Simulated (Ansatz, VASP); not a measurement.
# ZrPbSO2 in two plane-wave programs, part 3 of 3

Wanted: the spread between two codes on one cell, functional and k mesh. The cell is generated by rule, not measured, and may not be a known phase. The cell is taken from a series of runs on this material, whose earlier steps may have relaxed, scaled, displaced or heated it; both programs get it as it stands.

VASP 6.6.1 and Ansatz 0.2.0.

So far: VASP: relaxation of cell and atoms, PBEsol, pair 1; Ansatz: relaxation of cell and atoms, PBEsol, pair 1; Side by side; Ansatz: relaxation of cell and atoms, PBEsol, pair 2; VASP: relaxation of cell and atoms, PBEsol, pair 2; Comparison.

### Step 8. VASP: relaxation of cell and atoms, PBEsol, pair 3

Level of this step: PBEsol; plane waves and PAW (Zr_sv, Pb_d, O, S); invented cell (VASP).

The relaxed volume is the usual yardstick between codes: in a stiff, nearly cubic crystal its relative difference is about their pressure difference at one cell divided by the bulk modulus.

The input, INCAR:

```
SYSTEM = ZrPbSO2
PREC = Accurate
ENCUT = 600
EDIFF = 1E-07
NELM = 120
ISMEAR = 0
SIGMA = 0.01
LREAL = .FALSE.
ALGO = Normal
GGA = PS
NBANDS = 28
LASPH = .TRUE.
LORBIT = 11
LWAVE = .FALSE.
LCHARG = .FALSE.
ISIF = 3
IBRION = 2
NSW = 80
EDIFFG = -0.005
GGA_COMPAT = .FALSE.
NELMIN = 4
EFERMI = MIDGAP
KPAR = 2
```

The input, POSCAR:

```
ZrPbSO2
1.0
    4.1093030000      0.0000000000      0.0000000000
    0.0000000000      5.1764690000      0.0000000000
    0.0000000000      0.0000000000      4.1093030000
Zr Pb O S
1 1 2 1
Direct
    0.0000000000      0.0000000000      0.0000000000
    0.5000000000      0.5000000000      0.5000000000
    0.5000000000      0.0000000000      0.0000000000
    0.0000000000      0.0000000000      0.5000000000
    0.0000000000      0.5000000000      0.0000000000
```

The input, KPOINTS:

```
Automatic mesh
0
Gamma
8 6 8
0 0 0
```

The projector-augmented-wave data sets are Zr_sv, Pb_d, O and S (PBE family, release 64).

Started as:

```sh
$ mpirun -np 2 vasp_std
```

Numbers of over 12 decimals in the logs are rounded to 6 here.

Log:

```text
[... set-up lines as in an earlier step ...]
 entering main loop
       N       E                     dE             d eps       ncg     rms          rms(c)
DAV:   1     0.539678681910E+03    0.53968E+03   -0.24185E+04  3360   0.189E+03
DAV:   2     0.243527351590E+02   -0.51533E+03   -0.49474E+03  3660   0.493E+02
DAV:   3    -0.405029417579E+02   -0.64856E+02   -0.62662E+02  4288   0.174E+02
DAV:   4    -0.443251972504E+02   -0.38223E+01   -0.38098E+01  5416   0.386E+01
[...]
DAV:  15    -0.377444863102E+02   -0.28331E-06   -0.65619E-07  4268   0.703E-03    0.202E-03
DAV:  16    -0.377444861588E+02    0.15132E-06   -0.16964E-07  2848   0.333E-03    0.280E-04
DAV:  17    -0.377444861497E+02    0.91659E-08   -0.26932E-08  2132   0.126E-03
   1 F= -.37744486E+02 E0= -.37744486E+02  d E =-.377445E+02
[...]
2 F= -.37744479E+02 E0= -.37744479E+02  d E =0.724544E-05
[...]
3 F= -.37744598E+02 E0= -.37744598E+02  d E =-.112008E-03
[...]
4 F= -.37744613E+02 E0= -.37744613E+02  d E =-.148685E-04
 trial-energy change:   -0.000015  1 .order   -0.000015   -0.000027   -0.000003
 step:   0.9895(harm=  0.9895)  dis= 0.00000  next Energy=   -37.744613 (dE=-0.150E-04)
 reached required accuracy - stopping structural energy minimisation
```

OUTCAR, selected parts (step 8):

```text
  Total       -0.0012485     -0.0050187     -0.0012485      0.0000000      0.0000000      0.0000000
  in kB       -0.0228681     -0.0919254     -0.0228681      0.0000000      0.0000000      0.0000000
  external PRESSURE =      -0.0458872 kB  Pullay stress =       0.0000000 kB

 POSITION                                       TOTAL-FORCE (eV/Angst)
 -----------------------------------------------------------------------------------
      4.11225     -0.00000     -0.00000        -0.000000      0.000000      0.000000
      2.05613      2.58631      2.05613         0.000000      0.000000      0.000000
      2.05613     -0.00000     -0.00000        -0.000000      0.000000      0.000000
      4.11225     -0.00000      2.05613        -0.000000      0.000000      0.000000
      4.11225      2.58631     -0.00000         0.000000      0.000000      0.000000
 -----------------------------------------------------------------------------------
    total drift:                                0.000000      0.000000     -0.000000

  FREE ENERGIE OF THE ION-ELECTRON SYSTEM (eV)
  ---------------------------------------------------
  free  energy   TOTEN  =       -37.7446130260 eV

  energy  without entropy=      -37.7446130260  energy(sigma->0) =      -37.74461303

[... 1 part as in an earlier step ...]

[... 3 further parts left out ...]
[key lines of the parts left out:]
E-fermi :   6.2928
```

### Step 9. Ansatz: relaxation of cell and atoms, PBEsol, pair 3

The same cell, functional and mesh now go to Ansatz, which takes its cutoff from its data sets.

The cell is taken from a series of runs on this material, whose earlier steps may have relaxed, scaled, displaced or heated it; both programs get it as it stands.

The input, input.yaml:

```yaml
crystal:
  lattice:
    - [4.1093027023, 0.0, 0.0]
    - [0.0, 5.1764687286, 0.0]
    - [0.0, 0.0, 4.1093027023]
  atoms:
    - { symbol: Zr, position: [0.0, 0.0, 0.0] }
    - { symbol: Pb, position: [0.5, 0.5, 0.5] }
    - { symbol: O, position: [0.5, 0.0, 0.0] }
    - { symbol: O, position: [0.0, 0.0, 0.5] }
    - { symbol: S, position: [0.0, 0.5, 0.0] }
kpoints:
  mp_grid: { grid: [8, 6, 8] }
hamiltonian:
  xc: pbesol
  pseudopotentials: { kind: nc }
scf:
  occupations: { method: fixed }
output:
  forces: true
  stress: true
  eigenvalues: true
relax:
  adjacent_minimum: "off"
  f_tol: 0.001
  max_steps: 60
  cell: { stress_tol: 0.01 }
```

Started as:

```sh
$ ansatz run input.yaml --threads 8 --pin off --max-ram 14336MiB --backend cpu --events-out ev --progress --plain --runs-dir out
```

Log:

```text
[...]
Crystal: 5 atoms, lattice volume = 87.412 Å³
Basis set: ecut = 1142.878222 eV, 7697 PW (Γ), exchange–correlation on 96×120×96 points (8 copies of the dense FFT grid, shifted against one another)
Bands: 27, of which v1, the nominal top of the filled ones, is band 22 counted from 1 (21 counted from 0)
Symmetry: 16 space group operations
[...]
k-points: 60 of 384
[...]
--- Relaxed structure (3 steps of the walk, 3 accepted, 1 SCFs on fresh bases) ---
[...]
cell:  # Å, volume = 87.3721 Å³
    - [4.108755, 0, 0]
    - [0, 5.175502, 0]
    - [0, 0, 4.108755]
  atoms:
    - { symbol: Zr, position: [0, 0, 0] }
    - { symbol: Pb, position: [0.5, 0.500000, 0.5] }
    - { symbol: O, position: [0.5, 0, 0] }
    - { symbol: O, position: [0, 0, 0.5] }
    - { symbol: S, position: [0, 0.500000, 0.0] }
[key lines of the parts left out:]
SCF converged after 7 iterations
Free energy (F): -4477.883997 eV
Fermi energy:    9.251443 eV
P = ⅓ Tr σ = -0.0003 GPa (-0.003 kbar)
```

### Step 10. Comparison

The two programs side by side:

| quantity | Ansatz | VASP | difference |
| --- | --- | --- | --- |
| volume (Å³) | 87.37 | 87.47 | -0.11 % |
| edge a after relaxation, in the typed setting (Å) | 4.109 | 4.112 | -0.09 % |
| edge b after relaxation, in the typed setting (Å) | 5.176 | 5.173 | +0.06 % |

### Step 11. Summary of results

| Property | Result |
| --- | --- |
| difference in edge b after relaxation, in the typed setting (relaxation of cell and atoms, PBEsol, pair 1) | 0.087 % |
| difference in volume (relaxation of cell and atoms, PBEsol, pair 2) | -0.13 % |
| difference in volume (relaxation of cell and atoms, PBEsol, pair 3) | -0.11 % |

What this shows: The difference in volume is -0.13 % (relaxation of cell and atoms, PBEsol, pair 2), within the 1.2 % picked in this series as the mark of a large difference, as far as the stopping tolerances let one tell. 3 further runs of this series are not shown here. How closely two codes agree says nothing of how well the functional describes the real material.

[Lines on the potential files, build, host, timing and source positions are cut from VASP's logs without a mark.]

[Logs are printed without paths, hosts, clocks, repeated set-up lines and the standing remarks that a program may print on its own settings, such as how far it seeks lower states.]

[Hosts, paths, dates, database ids (printed as entryN), source tags and the programs' standing remarks are cut or masked in the printed files.]
